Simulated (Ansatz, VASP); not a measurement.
One calculation of Ta4O, two programs

```
Ta O
1.0
     3.23205   -0.01525    0.02886
    -0.01525    3.26076   -0.02398
     0.06564   -0.05454    7.38309
Ta O
4 1
Direct
  0.05579 0.01760 0.49592
  0.50999 0.48448 0.78302
  0.49590 0.51050 0.22474
  0.02720 0.01200 0.99005
  0.48610 0.45127 0.51486
```

Change from the starting cell: kmesh displaced: [2, 2, 1] Gamma-centred.

Alike in both runs: task single point; functional PBE; k mesh 2 × 2 × 1; occupations gaussian, width 0.1 eV; no spin polarisation.

|  | VASP | Ansatz |
| --- | --- | --- |
| version | VASP 6.6.1 | Ansatz 0.2.0 |
| potentials or method | VASP PAW PBE potentials, release 64 (Ta_pv, O) | scalar-relativistic, plane waves, PAW |
| plane-wave cutoff (eV) | 520 | 420 |
| valence electrons in the cell | 50 | 58 |

|  | VASP | Ansatz | Ansatz less VASP |
| --- | --- | --- | --- |
| gap on the k mesh at the Fermi level (eV) | 0.21 | 0.22 | +0.006 |
| least direct gap on the mesh (eV) | 0.21 | 0.22 | +0.006 |
| pressure (GPa) | 10.5 | 10.0 | -0.44 |
| largest component of the traceless stress (GPa) | 16.42 | 16.27 | -0.148 |
| rms of the force components (eV/Å) | 1.646 | 1.619 | -0.0270 |

Atom by atom the forces differ by 0.035 eV/Å (rms over components). With one functional, cell and mesh, what is left measures potentials, basis and numerics. The two sets of potentials don't hold the same shells in valence.

Caveats: the k mesh is coarse (spacing up to 0.97 Å⁻¹), so the values aren't converged; spin-orbit coupling is left out, which moves the levels of the heavy elements; an odd mesh through Γ misses points on the zone boundary, where band edges often lie; forces of over 1 eV/Å show positions far from the minimum, so gaps and moduli don't describe the material at rest.
